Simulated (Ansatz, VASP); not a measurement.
# Cross-check of Zn2H3Se2 (ZnSe wire along [110], 16 atoms a period, H-terminated) between VASP and Ansatz, part 2 of 3

Wanted: the spread between two codes on one cell, functional and k mesh. Of the first pair: The structure shown is the start of the Ansatz relaxation below; VASP solves that cell, so the two are compared at the walk's first step.

VASP 6.6.1 and Ansatz 0.2.0.

So far: The structure; Ansatz: relaxation, PBE.

### Step 3. VASP: single point, PBE, start cell, pair 1

Level of this step: PBE; plane waves and PAW (Se, H, Zn) (VASP).

The same cell, functional, mesh and smearing now go to VASP, with its own data sets.

Lines of VASP's logs that name or quote its potential files are left out, and so is its time.

File INCAR:

```
SYSTEM = Zn2H3Se2
PREC = Accurate
ENCUT = 400
EDIFF = 1E-06
NELM = 120
ISMEAR = -1
SIGMA = 0.05
LREAL = .FALSE.
ALGO = Normal
GGA = PE
NBANDS = 100
LORBIT = 11
LWAVE = .FALSE.
LCHARG = .FALSE.
ISIF = 2
LASPH = .TRUE.
GGA_COMPAT = .FALSE.
KPAR = 4
```

File POSCAR:

```
Zn2H3Se2
1.0
   18.6580000000      0.0000000000      0.0000000000
    0.0000000000     17.4980000000      0.0000000000
    0.0000000000      0.0000000000      4.0587930000
Se H Zn
8 12 8
Direct
    0.3843212563      0.3840212596      0.0000000000
    0.6919640905      0.3840212596      0.0000000000
    0.2304998392      0.5000000000      0.5000000000
    0.5381426734      0.2680424620      0.5000000000
    0.5381426734      0.7319575380      0.5000000000
    0.5381426734      0.5000000000      0.5000000000
    0.3843212563      0.6159787404      0.0000000000
    0.6919640905      0.6159787404      0.0000000000
    0.4123407118      0.1943160361      0.0000000000
    0.7402365205      0.3112280832      0.0000000000
    0.1822274628      0.5000000000      0.1861789946
    0.8177661057      0.5000000000      0.3178444922
    0.2585192947      0.3102948337      0.5000000000
    0.2585192947      0.6897051663      0.5000000000
    0.5864151034      0.1952492856      0.5000000000
    0.5864151034      0.8047507144      0.5000000000
    0.8177661057      0.5000000000      0.6821555078
    0.1822274628      0.5000000000      0.8138210054
    0.4123407118      0.8056839639      0.0000000000
    0.7402365205      0.6887719168      0.0000000000
    0.4612319648      0.2680424620      0.0000000000
    0.4612319648      0.5000000000      0.0000000000
    0.7688747990      0.5000000000      0.0000000000
    0.3074105478      0.3840212596      0.5000000000
    0.3074105478      0.6159787404      0.5000000000
    0.6150533819      0.3840212596      0.5000000000
    0.6150533819      0.6159787404      0.5000000000
    0.4612319648      0.7319575380      0.0000000000
```

File KPOINTS:

```
Automatic mesh
0
Gamma
1 1 20
0 0 0
```

Potentials, in the order of the species: Se, H and Zn (PBE family, release 64).

Launch:

```
> mpirun -np 4 vasp_std
```

Numbers of over 12 decimals in the logs are rounded to 6 here.

What it wrote:

```text
[banner, memory and clock lines left out]
running    4 mpi-ranks, on    1 nodes
 distrk:  each k-point on    1 cores,    4 groups
 distr:  one band on    1 cores,    1 groups

 POSCAR found type information on POSCAR SeH Zn
 POSCAR found :  3 types and      28 ions
|                                                                             |
|               ----> ADVICE to this user running VASP <----                  |
|                                                                             |
|     You have a (more or less) 'large supercell' and for larger cells it     |
|     might be more efficient to use real-space projection operators.         |
|     Therefore, try LREAL= Auto in the INCAR file.                           |
|     Mind: For very accurate calculation, you might also keep the            |
|     reciprocal projection scheme (i.e. LREAL=.FALSE.).                      |
|                                                                             |

 LDA part: xc-table for (Slater+PW92), standard interpolation
 POSCAR, INCAR and KPOINTS ok, starting setup
 FFT: planning ... GRIDC
 FFT: planning ... GRID_SOFT
 FFT: planning ... GRID
 WAVECAR not read
 entering main loop
       N       E                     dE             d eps       ncg     rms          rms(c)
DAV:   1     0.867637058320E+03    0.86764E+03   -0.53318E+04  2312   0.105E+03
DAV:   2     0.284869578573E+02   -0.83915E+03   -0.81759E+03  2620   0.261E+02
DAV:   3    -0.798224672656E+02   -0.10831E+03   -0.10767E+03  2568   0.992E+01
DAV:   4    -0.841342344582E+02   -0.43118E+01   -0.42970E+01  2608   0.179E+01
DAV:   5    -0.842304445906E+02   -0.96210E-01   -0.96134E-01  2640   0.262E+00    0.176E+01
DAV:   6    -0.784730464384E+02    0.57574E+01   -0.11387E+01  3048   0.390E+01    0.117E+01
DAV:   7    -0.773801266811E+02    0.10929E+01   -0.10838E+01  2776   0.218E+01    0.520E+00
DAV:   8    -0.774405861641E+02   -0.60459E-01   -0.41828E+00  2640   0.154E+01    0.244E+00
DAV:   9    -0.774172200695E+02    0.23366E-01   -0.48054E-01  2624   0.413E+00    0.137E+00
DAV:  10    -0.774046646991E+02    0.12555E-01   -0.10573E-01  2768   0.343E+00    0.470E-01
DAV:  11    -0.774010708618E+02    0.35938E-02   -0.29683E-02  2576   0.127E+00    0.229E-01
DAV:  12    -0.774007624149E+02    0.30845E-03   -0.86588E-03  2672   0.428E-01    0.166E-01
DAV:  13    -0.774030604738E+02   -0.22981E-02   -0.36440E-03  2552   0.410E-01    0.780E-02
DAV:  14    -0.774049973516E+02   -0.19369E-02   -0.16476E-03  2568   0.181E-01    0.582E-02
[...]
DAV:  19    -0.774111635239E+02   -0.37073E-03   -0.50938E-05  2592   0.269E-02    0.547E-03
DAV:  20    -0.774113508980E+02   -0.18737E-03   -0.16911E-05  2416   0.121E-02    0.365E-03
DAV:  21    -0.774114491534E+02   -0.98255E-04   -0.56865E-06  2064   0.119E-02    0.206E-03
DAV:  22    -0.774115027155E+02   -0.53562E-04   -0.34318E-06  1976   0.616E-03    0.106E-03
DAV:  23    -0.774115332581E+02   -0.30543E-04   -0.24098E-06  1756   0.276E-03    0.594E-04
DAV:  24    -0.774115410416E+02   -0.77836E-05   -0.50537E-07  1736   0.148E-03    0.341E-04
DAV:  25    -0.774115439172E+02   -0.28756E-05   -0.18106E-07  1656   0.138E-03    0.287E-04
DAV:  26    -0.774115448059E+02   -0.88865E-06   -0.71494E-08  1656   0.914E-04
   1 F= -.77411545E+02 E0= -.77403499E+02  d E =-.160923E-01
```

OUTCAR, selected parts (step 3):

```text
ion  position               nearest neighbor table
   1  0.384  0.384  0.000-  22 2.49  24 2.49  24 2.49  21 2.49
   2  0.692  0.384  0.000-  10 1.56  23 2.49  26 2.49  26 2.49
   3  0.230  0.500  0.500-  11 1.56  18 1.56  24 2.49  25 2.49
   4  0.538  0.268  0.500-  15 1.56  21 2.49  21 2.49  26 2.49
   5  0.538  0.732  0.500-  16 1.56  28 2.49  28 2.49  27 2.49
   6  0.538  0.500  0.500-  26 2.49  27 2.49  22 2.49  22 2.49
   7  0.384  0.616  0.000-  22 2.49  25 2.49  25 2.49  28 2.49
   8  0.692  0.616  0.000-  20 1.56  23 2.49  27 2.49  27 2.49
   9  0.412  0.194  0.000-  21 1.58
  10  0.740  0.311  0.000-   2 1.56
  11  0.182  0.500  0.186-   3 1.56
  12  0.818  0.500  0.318-  23 1.58
  13  0.259  0.310  0.500-  24 1.58
  14  0.259  0.690  0.500-  25 1.58
  15  0.586  0.195  0.500-   4 1.56
  16  0.586  0.805  0.500-   5 1.56
  17  0.818  0.500  0.682-  23 1.58
  18  0.182  0.500  0.814-   3 1.56
  19  0.412  0.806  0.000-  28 1.58
  20  0.740  0.689  0.000-   8 1.56
  21  0.461  0.268  0.000-   9 1.58   4 2.49   4 2.49   1 2.49
  22  0.461  0.500  0.000-   1 2.49   7 2.49   6 2.49   6 2.49
  23  0.769  0.500  0.000-  12 1.58  17 1.58   2 2.49   8 2.49
  24  0.307  0.384  0.500-  13 1.58   3 2.49   1 2.49   1 2.49
  25  0.307  0.616  0.500-  14 1.58   3 2.49   7 2.49   7 2.49
  26  0.615  0.384  0.500-   6 2.49   2 2.49   2 2.49   4 2.49
  27  0.615  0.616  0.500-   6 2.49   8 2.49   8 2.49   5 2.49
  28  0.461  0.732  0.000-  19 1.58   5 2.49   5 2.49   7 2.49

  LATTYP: Found a simple orthorhombic cell.
 ALAT       =     4.0587930000
 B/A-ratio  =     4.3111338765
 C/A-ratio  =     4.5969331277

 Subroutine GETGRP returns: Found  4 space group operations
 (whereof  4 operations were pure point group operations)

The static configuration has the point symmetry C_2v.

 Found     11 irreducible k-points:

   k-points           NKPTS =     11   k-points in BZ     NKDIM =     11   number of bands    NBANDS=    100

   dimension x,y,z NGX =   126 NGY =  120 NGZ =   28
   dimension x,y,z NGXF=   252 NGYF=  240 NGZF=   56

   ENCUT  =  400.0 eV  29.40 Ry    5.42 a.u.  30.43 28.53  6.62*2*pi/ulx,y,z

   NELECT =     156.0000    total number of electrons

 k-points in reciprocal lattice and weights: Automatic mesh
   0.00000000  0.00000000  0.00000000       0.050
   0.00000000  0.00000000  0.05000000       0.100
   0.00000000  0.00000000  0.10000000       0.100
   0.00000000  0.00000000  0.15000000       0.100
   0.00000000  0.00000000  0.20000000       0.100
   0.00000000  0.00000000  0.25000000       0.100
   0.00000000  0.00000000  0.30000000       0.100
   0.00000000  0.00000000  0.35000000       0.100
   0.00000000  0.00000000  0.40000000       0.100
   0.00000000  0.00000000  0.45000000       0.100
   0.00000000  0.00000000  0.50000000       0.050

 average (electrostatic) potential at core
       1 -60.5032       2 -62.5104       3 -62.1604       4 -61.9756       5 -61.9756
       6 -61.6210       7 -60.5032       8 -62.5104       9 -36.7575      10 -42.1172
      11 -41.2463      12 -38.2895      13 -36.4336      14 -36.4336      15 -41.5957
      16 -41.5957      17 -38.2895      18 -41.2463      19 -36.7575      20 -42.1172
      21 -41.4878      22 -41.9618      23 -41.9003      24 -41.1475      25 -41.1475
      26 -42.9519      27 -42.9519      28 -41.4878

 E-fermi :  -1.8915

 k-point     1 :       0.0000    0.0000    0.0000
  band No.  band energies     occupation
    ...
     74      -3.7485      2.00000
     75      -3.5173      2.00000
     76      -3.4836      2.00000
     77      -2.8609      2.00000
     78      -2.2785      1.99913
     79      -1.7793      0.19184
     80      -1.3613      0.00005
     81      -1.2804      0.00001
     82      -0.9394      0.00000
     83      -0.8383      0.00000
    ...

 k-point     2 :       0.0000    0.0000    0.0500
  band No.  band energies     occupation
    ...
     74      -3.7042      2.00000
     75      -3.4660      2.00000
     76      -3.4598      2.00000
     77      -2.8490      2.00000
     78      -2.1860      1.99448
     79      -1.7602      0.13503
     80      -1.4788      0.00052
     81      -1.2134      0.00000
     82      -0.9175      0.00000
     83      -0.7927      0.00000
    ...

 k-point     3 :       0.0000    0.0000    0.1000
  band No.  band energies     occupation
    ...
     74      -3.6748      2.00000
     75      -3.4350      2.00000
     76      -3.3829      2.00000
     77      -2.8310      2.00000
     78      -1.9395      1.44646
     79      -1.7993      0.27332
     80      -1.6869      0.03283
     81      -1.0565      0.00000
     82      -0.8783      0.00000
     83      -0.6784      0.00000
    ...

  Total        0.1767879     -3.9232932      9.4082441      0.0000000      0.0000000      0.0000000
  in kB        0.2137533     -4.7436315     11.3754544      0.0000000      0.0000000      0.0000000
  external PRESSURE =       2.2818587 kB  Pullay stress =       0.0000000 kB

  energy-cutoff  :      400.00
  volume of cell :     1325.11
      direct lattice vectors                 reciprocal lattice vectors
    18.658000000  0.000000000  0.000000000     0.053596313  0.000000000  0.000000000
     0.000000000 17.498000000  0.000000000     0.000000000  0.057149389  0.000000000
     0.000000000  0.000000000  4.058793000     0.000000000  0.000000000  0.246378665

 POSITION                                       TOTAL-FORCE (eV/Angst)
 -----------------------------------------------------------------------------------
      7.17067      6.71960      0.00000         0.826862      0.769767      0.000000
     12.91067      6.71960      0.00000         0.332567     -0.819110      0.000000
      4.30067      8.74900      2.02940        -0.211328     -0.000000      0.000000
     10.04067      4.69021      2.02940         1.028421     -0.351706      0.000000
     10.04067     12.80779      2.02940         1.028421      0.351706      0.000000
     10.04067      8.74900      2.02940         0.876614     -0.000000      0.000000
      7.17067     10.77840      0.00000         0.826862     -0.769767      0.000000
     12.91067     10.77840      0.00000         0.332567      0.819110      0.000000
      7.69345      3.40014      0.00000         0.282297      0.077386      0.000000
     13.81133      5.44587      0.00000        -0.638794      1.027978      0.000000
      3.40000      8.74900      0.75566         0.049540     -0.000000     -0.322081
     15.25788      8.74900      1.29007         0.021466     -0.000000      0.548345
      4.82345      5.42954      2.02940         0.041394      0.175331      0.000000
      4.82345     12.06846      2.02940         0.041394     -0.175331      0.000000
     10.94133      3.41647      2.02940        -0.656562      1.029499      0.000000
     10.94133     14.08153      2.02940        -0.656562     -1.029499      0.000000
     15.25788      8.74900      2.76873         0.021466     -0.000000     -0.548345
      3.40000      8.74900      3.30313         0.049540     -0.000000      0.322081
      7.69345     14.09786      0.00000         0.282297     -0.077386      0.000000
     13.81133     12.05213      0.00000        -0.638794     -1.027978      0.000000
      8.60567      4.69021      0.00000        -1.211706     -0.842616      0.000000
      8.60567      8.74900      0.00000        -0.939763     -0.000000      0.000000
     14.34567      8.74900      0.00000         1.186766     -0.000000      0.000000
      5.73567      6.71960      2.02940        -0.251465     -1.403406      0.000000
      5.73567     10.77840      2.02940        -0.251465      1.403406     -0.000000
     11.47567      6.71960      2.02940        -0.280165     -0.273951      0.000000
     11.47567     10.77840      2.02940        -0.280165      0.273951     -0.000000
      8.60567     12.80779      0.00000        -1.211706      0.842616      0.000000
 -----------------------------------------------------------------------------------
    total drift:                                0.004668     -0.000000      0.000051

  FREE ENERGIE OF THE ION-ELECTRON SYSTEM (eV)
  ---------------------------------------------------
  free  energy   TOTEN  =       -77.4115448059 eV

  energy  without entropy=      -77.3954525130  energy(sigma->0) =      -77.40349866

 total charge
# of ion       s       p       d       tot
------------------------------------------
    1        1.443   2.391   0.029   3.863
    2        1.443   2.396   0.045   3.885
    3        1.467   2.378   0.063   3.908
    4        1.446   2.388   0.047   3.880
    5        1.446   2.388   0.047   3.880
    6        1.447   2.383   0.029   3.859
    7        1.443   2.391   0.029   3.863
    8        1.443   2.396   0.045   3.885
    9        0.516   0.008   0.000   0.524
   10        0.484   0.018   0.000   0.502
   11        0.494   0.023   0.000   0.516
   12        0.503   0.012   0.000   0.515
   13        0.520   0.008   0.000   0.527
   14        0.520   0.008   0.000   0.527
   15        0.488   0.018   0.000   0.506
   16        0.488   0.018   0.000   0.506
   17        0.503   0.012   0.000   0.515
   18        0.494   0.023   0.000   0.516
   19        0.516   0.008   0.000   0.524
   20        0.484   0.018   0.000   0.502
   21        0.599   0.470   9.760  10.829
   22        0.543   0.421   9.778  10.742
   23        0.669   0.517   9.740  10.926
   24        0.596   0.472   9.760  10.828
   25        0.596   0.472   9.760  10.828
   26        0.538   0.422   9.778  10.738
   27        0.538   0.422   9.778  10.738
   28        0.599   0.470   9.760  10.829
--------------------------------------------------
tot         22.265  22.950  78.449 123.664

[... 3 further parts left out ...]
```

### Step 4. Differences

Known differences besides the potentials themselves: the data sets hold 236 valence electrons in Ansatz (on its PAW soft_1 files) and 156 in VASP; the cutoff is 420 eV in Ansatz and 400 eV in VASP. Total energies have different zeros and are not compared.

Forces on 8 of the 28 atoms, those with the largest forces and the largest differences (eV/Å; atoms numbered as in POSCAR):

```
atom         Ansatz x, y, z           VASP x, y, z
 H10   -0.660, 1.055, 0.000   -0.639, 1.028, 0.000
 H15   -0.676, 1.057, 0.000   -0.657, 1.029, 0.000
 H16  -0.676, -1.057, 0.000  -0.657, -1.029, 0.000
 H20  -0.660, -1.055, 0.000  -0.639, -1.028, 0.000
Zn21  -1.205, -0.834, 0.000  -1.212, -0.843, 0.000
Zn24  -0.249, -1.393, 0.000  -0.251, -1.403, 0.000
Zn25   -0.249, 1.393, 0.000   -0.251, 1.403, 0.000
Zn28   -1.205, 0.834, 0.000   -1.212, 0.843, 0.000
```

The forces differ by 11 meV/Å r.m.s., which is 2.0 % of the r.m.s. force of 0.549 eV/Å (both taken over all components).

### Step 5. Ansatz: relaxation, PBE

This run makes the geometry at which the two programs are then compared. The cell compared in this pair holds 1362.07 Å³, against 1325.11 Å³ for the pair before.

The structure compared here is the end of the Ansatz relaxation.

File input.yaml:

```yaml
crystal:
  lattice:
    - [18.658, 0.0, 0.0]
    - [0.0, 17.498, 0.0]
    - [0.0, 0.0, 4.058792924]
  atoms:
    - { symbol: Se, position: [0.384321279, 0.384013091, 0.0] }
    - { symbol: H, position: [0.412340711, 0.194307921, 0.0] }
    - { symbol: Zn, position: [0.461231987, 0.268034324, 0.0] }
    - { symbol: Zn, position: [0.461231987, 0.499991857, 0.0] }
    - { symbol: Se, position: [0.691964113, 0.384013091, 0.0] }
    - { symbol: H, position: [0.740236512, 0.311219933, 0.0] }
    - { symbol: Zn, position: [0.768874822, 0.499991857, 0.0] }
    - { symbol: H, position: [0.182227463, 0.499991857, 0.186178948] }
    - { symbol: H, position: [0.817766097, 0.499991857, 0.317844399] }
    - { symbol: Se, position: [0.230499862, 0.499991857, 0.5] }
    - { symbol: H, position: [0.258519294, 0.310286688, 0.5] }
    - { symbol: H, position: [0.258519294, 0.689697027, 0.5] }
    - { symbol: Zn, position: [0.30741057, 0.384013091, 0.5] }
    - { symbol: Zn, position: [0.30741057, 0.615970624, 0.5] }
    - { symbol: Se, position: [0.538142696, 0.268034324, 0.5] }
    - { symbol: Se, position: [0.538142696, 0.731949391, 0.5] }
    - { symbol: Se, position: [0.538142696, 0.499991857, 0.5] }
    - { symbol: H, position: [0.586415095, 0.195241167, 0.5] }
    - { symbol: H, position: [0.586415095, 0.804742548, 0.5] }
    - { symbol: Zn, position: [0.615053404, 0.384013091, 0.5] }
    - { symbol: Zn, position: [0.615053404, 0.615970624, 0.5] }
    - { symbol: H, position: [0.817766097, 0.499991857, 0.682155601] }
    - { symbol: H, position: [0.182227463, 0.499991857, 0.813821052] }
    - { symbol: Se, position: [0.384321279, 0.615970624, 0.0] }
    - { symbol: H, position: [0.412340711, 0.805675794, 0.0] }
    - { symbol: Zn, position: [0.461231987, 0.731949391, 0.0] }
    - { symbol: Se, position: [0.691964113, 0.615970624, 0.0] }
    - { symbol: H, position: [0.740236512, 0.688763782, 0.0] }
kpoints:
  mp_grid: { grid: [1, 1, 20] }
scf:
  occupations: { method: fermi_dirac, width: 0.05 }
hamiltonian:
  xc: pbe
  pseudopotentials: { kind: paw, azcp: { folder: soft_1 } }
relax:
  cell: { fix: [a, b, alpha, beta, gamma] }
  max_steps: 45
  f_tol: 0.03
```

Launch:

```
> ansatz run input.yaml --threads 4 --pin off --max-ram 16384MiB --backend cpu --events-out ev --progress --plain --runs-dir out
```

What it wrote:

```text
[...]
Crystal: 28 atoms, lattice volume = 1325.105 Å³
Basis set: ecut = 420 eV, 25849 PW (Γ), exchange–correlation on 250×240×60 points (8 copies of the dense FFT grid, shifted against one another)
Bands: 146, of which v1, the nominal top of the filled ones, is band 118 counted from 1 (117 counted from 0)
Symmetry: 4 space group operations
[...]
k-points: 11 of 20
[...]
- { symbol: H, position: [0.834141, 0.5, 0.612271] }
    - { symbol: H, position: [0.209999, 0.5, 0.882158] }
    - { symbol: Se, position: [0.382973, 0.617082, 3.919092732778863e-19] }
    - { symbol: H, position: [0.418900, 0.826848, -1.6261072003154137e-18] }
    - { symbol: Zn, position: [0.440862, 0.742166, 5.245805964592803e-18] }
    - { symbol: Se, position: [0.689879, 0.603940, 5.799063420297949e-19] }
    - { symbol: H, position: [0.727443, 0.678529, 3.3124085179890384e-18] }
[key lines of the parts left out:]
SCF converged after 9 iterations
Free energy (F): -70497.673386 eV
Fermi energy:    -1.368547 eV
P = ⅓ Tr σ = 0.0032 GPa (0.032 kbar)
```

(Continued in part 3 of 3.)

[Lines on the potential files, build, host, timing and source positions are cut from VASP's logs without a mark.]

[Logs are printed without paths, hosts, clocks, repeated set-up lines and the standing remarks that a program may print on its own settings, such as how far it seeks lower states.]

[Hosts, paths, dates, database ids (printed as entryN), source tags and the programs' standing remarks are cut or masked in the printed files.]
